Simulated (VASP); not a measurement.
These are PBEsol GGA, VASP's PBE PAW potentials (set 64) (plane waves; VASP) values and carry that method's errors.

A VASP calculation is set up with these files.

**INCAR**
```
ALGO = Normal
EDIFF = 1E-6
ENCUT = 300
GGA = PS
ISIF = 2
ISMEAR = 0
LASPH = .True.
LCHARG = .False.
LMAXMIX = 6
LREAL = .False.
LWAVE = .False.
NELM = 100
PREC = Accurate
SIGMA = 0.136
SYSTEM = HfGa5Co
```

File KPOINTS:
```
K-points
0
G
 5 5 4
```

POSCAR:
```
HfGa5Co
1
    4.0142470000     0.0000000000     0.0000000000
    0.0000000000     4.0142470000     0.0000000000
    0.0000000000     0.0000000000     6.3935000000
Hf Ga Co
1 5 1
Direct
  0.0000000000   0.0000000000   0.0000000000
  0.0000000000   0.5000000000   0.3035200000
  0.0000000000   0.5000000000   0.6964800000
  0.5000000000   0.0000000000   0.3035200000
  0.5000000000   0.0000000000   0.6964800000
  0.5000000000   0.5000000000   0.0000000000
  0.0000000000   0.0000000000   0.5000000000
```

POTCAR, in this order: Hf_pv Ga_d Co (PBE.64 set). Program: vasp_std.

Output of the run:

File OSZICAR:
```
       N       E                     dE             d eps       ncg     rms          rms(c)
DAV:   1     0.624262612266E+03    0.62426E+03   -0.27615E+04  1856   0.226E+03
DAV:   2     0.565060792478E+02   -0.56776E+03   -0.55345E+03  1808   0.546E+02
DAV:   3    -0.346086236707E+02   -0.91115E+02   -0.88835E+02  1970   0.173E+02
DAV:   4    -0.395614779200E+02   -0.49529E+01   -0.48363E+01  2352   0.432E+01
DAV:   5    -0.397010857617E+02   -0.13961E+00   -0.13904E+00  2384   0.692E+00    0.461E+01
DAV:   6    -0.420684682347E+02   -0.23674E+01   -0.29566E+01  1948   0.409E+01    0.290E+01
DAV:   7    -0.477512762593E+02   -0.56828E+01   -0.52762E+01  2302   0.805E+01    0.435E+01
DAV:   8    -0.384017813657E+02    0.93495E+01   -0.74862E+01  2242   0.416E+01    0.789E+00
DAV:   9    -0.381084361162E+02    0.29335E+00   -0.28737E+00  2156   0.101E+01    0.498E+00
DAV:  10    -0.378711663259E+02    0.23727E+00   -0.56197E-01  2272   0.595E+00    0.421E+00
DAV:  11    -0.379533725122E+02   -0.82206E-01   -0.12260E-01  2054   0.318E+00    0.521E+00
DAV:  12    -0.379462442662E+02    0.71282E-02   -0.10050E-02  2712   0.126E+00    0.528E+00
DAV:  13    -0.377312733694E+02    0.21497E+00   -0.49186E-01  2260   0.530E+00    0.370E+00
DAV:  14    -0.377309745566E+02    0.29881E-03   -0.79655E-02  1974   0.346E+00    0.446E+00
DAV:  15    -0.377301924329E+02    0.78212E-03   -0.64456E-03  2566   0.896E-01    0.413E+00
DAV:  16    -0.377268857111E+02    0.33067E-02   -0.41258E-03  2400   0.445E-01    0.291E+00
DAV:  17    -0.377256282134E+02    0.12575E-02   -0.39575E-03  2468   0.754E-01    0.161E+00
DAV:  18    -0.377243194857E+02    0.13087E-02   -0.21043E-03  2398   0.977E-01    0.107E+00
DAV:  19    -0.377240579014E+02    0.26158E-03   -0.98178E-04  2480   0.629E-01    0.395E-01
DAV:  20    -0.377240625405E+02   -0.46391E-05   -0.29340E-04  2098   0.145E-01    0.136E-01
DAV:  21    -0.377240634540E+02   -0.91355E-06   -0.24397E-05  2216   0.560E-02    0.800E-02
DAV:  22    -0.377240625907E+02    0.86331E-06   -0.88317E-06  2292   0.699E-02
   1 F= -.37724063E+02 E0= -.37709809E+02  d E =-.285062E-01
```

OUTCAR:
```
------------------------ aborting loop because EDIFF is reached ----------------------------------------
  FORCE on cell =-STRESS in cart. coord.  units (eV):
  Direction    XX          YY          ZZ          XY          YZ          ZX
  --------------------------------------------------------------------------------------
  Total        4.1358058      4.1358058      4.8303287      0.0000000      0.0000000      0.0000000
  in kB       64.3167171     64.3167171     75.1173776      0.0000000      0.0000000      0.0000000
  external PRESSURE =      67.9169373 kB  Pullay stress =       0.0000000 kB
  volume of cell :      103.03
      direct lattice vectors                 reciprocal lattice vectors
     4.014247000  0.000000000  0.000000000     0.249112723  0.000000000  0.000000000
     0.000000000  4.014247000  0.000000000     0.000000000  0.249112723  0.000000000
     0.000000000  0.000000000  6.393500000     0.000000000  0.000000000  0.156408853
 POSITION                                       TOTAL-FORCE (eV/Angst)
 -----------------------------------------------------------------------------------
      0.00000      0.00000      0.00000        -0.000000     -0.000000      0.000000
      0.00000      2.00712      1.94056         0.000000     -0.000000     -0.158469
      0.00000      2.00712      4.45294        -0.000000      0.000000      0.158469
      2.00712      0.00000      1.94056         0.000000      0.000000     -0.158469
      2.00712      0.00000      4.45294        -0.000000     -0.000000      0.158469
      2.00712      2.00712      0.00000        -0.000000     -0.000000      0.000000
      0.00000      0.00000      3.19675        -0.000000     -0.000000      0.000000
 -----------------------------------------------------------------------------------
    total drift:                                0.000000     -0.000000     -0.000000
  FREE ENERGIE OF THE ION-ELECTRON SYSTEM (eV)
  ---------------------------------------------------
  free  energy   TOTEN  =       -37.7240625907 eV

  energy  without entropy=      -37.6955563951  energy(sigma->0) =      -37.70980949
```
(Selected blocks of OUTCAR.)

At this cut-off the stress carries a Pulay error, which pulls relaxed volumes low.

The structure comes from a computed database's HfGa5Co entry (P4/mmm); how it stands against other phases isn't given here. The cell was not relaxed at this level, and its volume differs by -5.9 % from the start's. The k-mesh is coarse (spacing up to 0.31 per Å, 2π included), so the numbers may not be converged in it. The run is not spin-polarised, so no magnetic state was tried.
